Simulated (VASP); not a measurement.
Energy against volume of Zr (hcp). Method: PBE GGA with D4 dispersion, VASP's PBE PAW potentials (set 64) (plane waves; VASP). Run with 520 eV cut-off, 13×13×7 Γ-centred mesh, first-order Methfessel-Paxton smearing of 0.10 eV, potentials Zr_sv.

Shape and ions are relaxed at each volume.

```json
[
 {"V (Å³/atom)": "21.658", "E (eV/atom)": "-8.69699"},
 {"V (Å³/atom)": "22.350", "E (eV/atom)": "-8.71784"},
 {"V (Å³/atom)": "23.041", "E (eV/atom)": "-8.72467"},
 {"V (Å³/atom)": "23.732", "E (eV/atom)": "-8.71909"}
]
```

**Question.** Fit these four points and predict the energy of the run at 24.423 Å³/atom.

**Answer.** A cubic in V^(−2/3), the third-order Birch-Murnaghan form, passes through the four points with V0 = 23.06 Å³/atom and B0 = 96 GPa, and gives -8.7025 eV/atom there. The run gave -8.7026 eV/atom, -0.1 meV/atom from the fit; all five points give B0 = 95 GPa.

The compound is Zr in the hcp structure. It was relaxed first.
